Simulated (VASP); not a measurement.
MnO (Manganosite):

```
CELL_PARAMETERS angstrom
0.00000 2.22300 2.22300
2.22300 0.00000 2.22300
2.22300 2.22300 0.00000
ATOMIC_POSITIONS crystal
Mn 0.00000 0.00000 0.00000
O 0.50000 0.50000 0.50000
```

Base run:

| Item | Value |
| --- | --- |
| Program | VASP 6.6.1 |
| Functional | PBE |
| Potentials or basis | VASP PAW PBE potentials, release 64 (Mn_pv, O) |
| Cutoff | 600 eV |
| k mesh | 14 × 14 × 14 |
| Occupations | gaussian, width 0.03 eV |
| Spin | collinear spin, ferromagnetic start |
| Starting moments | [5.0, 0.0] μB |

Its results: band gap on the k mesh none (metal or under the smearing width); pressure -0.6 GPa; net moment 4.75 μB per cell; site moments Mn +4.32; O +0.20 μB.

The run is repeated on the same cell with these changes: functional from PBE to r2SCAN; further incar settings from ALGO = Normal; EDIFF = 1e-06; NBANDS = 20; AMIX = 0.2; BMIX = 0.0001 to ALGO = Normal; EDIFF = 1e-06; AMIX = 0.2; BMIX = 0.0001. What comes out?

Band gap on the k mesh none (metal or under the smearing width); pressure 0.4 GPa; net moment 5.00 μB per cell; site moments Mn +4.54; O +0.23 μB.

Caveats: a cell with one magnetic atom can't hold antiferromagnetic order, which such compounds often take; semilocal functionals often make such compounds metallic where correlation or magnetic order opens a gap, which also shifts bond lengths; the PAW data sets were made with another functional, which shifts forces and pressure a little (some runs).

Not every run made on this cell is shown here.
